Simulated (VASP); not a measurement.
**C2BF2H: single point with PBE0+D3(BJ)**

The system is C2BF2H, in a box.

```
C B F H
1.0
    13.00000    0.00000    0.00000
     0.00000   11.00000    0.00000
     0.00000    0.00000   13.00000
C B F H
2 1 2 1
Direct
  0.41884 0.56214 0.58667
  0.47000 0.53081 0.51423
  0.53467 0.49123 0.42269
  0.49863 0.41393 0.35437
  0.62849 0.53313 0.40917
  0.37351 0.58989 0.65087
```

- Program: VASP 6.6.1
- Task: single point
- Functional: PBE0
- Dispersion: D3(BJ)
- Potentials or basis: VASP PAW PBE potentials, release 64 (C_s, B_s, F_s, H_s)
- Cutoff: 400 eV
- k mesh: 1 × 1 × 1
- Occupations: gaussian, width 0.01 eV
- Spin: no spin polarisation

* Largest force: 1.491 eV/Å
* Gap between the frontier levels: 7.39 eV
* Dispersion energy per atom: -0.012 eV

Forces on the atoms (eV/Å):
```
C   -0.378  0.197  0.536
C    0.422 -0.218 -0.597
B   -0.825  0.427  1.166
F   -0.465 -0.862 -0.911
F    1.240  0.458 -0.184
H    0.007 -0.002 -0.011
```

Levels at points of the mesh, in eV from the valence-band top:
```
           k point  band 11  band 12  band 13  band 14  band 15  band 16
(0.00, 0.00, 0.00)    -3.11    -0.20     0.00     7.39     8.69     8.97
```

Wall time 3.5 min on 1 thread of Intel(R) Xeon(R) 6975P-C (Granite Rapids) (shared host), peak memory 1.1 GiB.

Caveat: the standard files for N, O and F lose accuracy on very short bonds; the PAW data sets were made with another functional, which shifts forces and pressure a little.
